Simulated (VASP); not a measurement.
Here is the system:

```xyz
2
Lattice="0.0000 3.3957 3.3957 3.3957 0.0000 3.3957 3.3957 3.3957 0.0000" Properties=species:S:1:pos:R:3 pbc="T T T"
Rb     0.0000     0.0000     0.0000
Br     3.3957     3.3957     3.3957
```

Calculation: r2SCAN meta-GGA, VASP's PBE PAW potentials (set 64) (plane waves; VASP). Settings: 480 eV cut-off, 6×6×6 Γ-centred mesh, Gaussian smearing of 0.050 eV, potentials Rb_sv Br.

### Question
What does the run give for the energy per atom (σ→0), band gap (on the k-mesh) with the smallest direct gap where there is one?

### Answer

The band gap (on the k-mesh) is 5.04 eV and the smallest direct gap (on the k-mesh) comes out as 5.04 eV. The energy per atom (σ→0) is -15.571 eV/atom.

Total energies compare only between runs with the same potentials, cut-off and functional.

The compound is RbBr in the rock salt structure. It was relaxed first under an external pressure of 1 GPa.
